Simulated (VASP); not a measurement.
An input for Ansatz (written as the equivalent of a VASP run, and not itself run):

Ansatz 0.2 input:
```yaml
crystal:
  lattice:
    - [0.0000000, 3.0908844, 3.0908844]
    - [3.0908844, 0.0000000, 3.0908844]
    - [3.0908844, 3.0908844, 0.0000000]
  atoms:
    - { symbol: Hg, position: [0.0000000, 0.0000000, 0.0000000] }
    - { symbol: Se, position: [0.2500000, 0.2500000, 0.2500000] }
kpoints:
  mp_grid: { grid: [10, 10, 10] }
hamiltonian:
  xc: pbe
  pseudopotentials: { kind: paw }
scf:
  occupations: { method: methfessel_paxton, width: 0.1 }
  max_iter: 100
relax:
  max_steps: 40
  f_tol: 0.01
  cell: { p_target: 2 }
output: { forces: true, stress: true, eigenvalues: true }
```

Question: Translate this input to VASP (INCAR, KPOINTS, POSCAR, choice of POTCAR).

Answer: One answer among several that fit: 
POSCAR:
```
HgSe
1
   -0.0000000000     3.0908843614     3.0908843614
    3.0908843614     0.0000000000     3.0908843614
    3.0908843614     3.0908843614     0.0000000000
Hg Se
1 1
Direct
  0.0000000000   0.0000000000   0.0000000000
  0.2500000000   0.2500000000   0.2500000000
```

**KPOINTS**
```
Automatic
0
G
  10 10 10
0 0 0
```

### INCAR
```
LMAXMIX = 6   ! l cut-off of mixed one-centre charges
SIGMA = 0.1
ISMEAR = 1
ALGO = Normal   ! blocked Davidson
SYSTEM = HgSe
NSW = 40   ! most ionic steps
ISIF = 3   ! ions, shape and volume
LWAVE = .False.
LCHARG = .False.
LREAL = .False.   ! projection in real space or not
GGA = PE   ! PBE
EDIFFG = -0.01   ! ionic stop
IBRION = 2   ! conjugate gradients
NELM = 100
EDIFF = 1E-7   ! SCF stop (eV)
PSTRESS = 20   ! kbar
PREC = Accurate
LASPH = .True.   ! aspherical one-centre terms
ENCUT = 480   ! plane-wave cut-off (eV)
```

POTCAR, in this order: Hg Se (PBE.64 set). Program: vasp_std.

The two are equivalent in intent, not identical: each code has its own PAW files, so the cut-off isn't converted (ENCUT is set for VASP's; basis.ecutwfc is left out, and Ansatz then takes the one that its files recommend); Ansatz stops its SCF on the density residual and VASP on the energy change (EDIFF).

The compound is HgSe in the zinc blende structure. It was relaxed first under an external pressure of 2 GPa.
